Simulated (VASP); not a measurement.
Data:

```
GaP
1.0
    0.00000     2.71645     2.71645
    2.71645     0.00000     2.71645
    2.71645     2.71645     0.00000
Ga P
1 1
Direct
  0.00000   0.00000   0.00000
  0.25000   0.25000   0.25000
```

Method: PBEsol GGA, VASP's PBE PAW potentials (set 64) (plane waves; VASP 6.6.1). Settings: 400 eV cut-off, 15×15×15 Γ-centred mesh, Gaussian smearing of 0.010 eV, potentials Ga_d P.

**Question.** The job: GaP (space group F-43m), 2 atoms, PBEsol, optics run with many empty bands, 400 eV, 15×15×15 Γ-centred mesh. Roughly how much core time does it take on a busy server core?

**Answer.** About 3 core-minutes (one run on a shared machine, a rough figure). It had 120 irreducible k-points, 39 bands, up to 745 plane waves and 13 electronic steps.

The structure comes from a measured GaP entry (F-43m) of the Crystallography Open Database, whose conditions weren't checked. It was relaxed first.
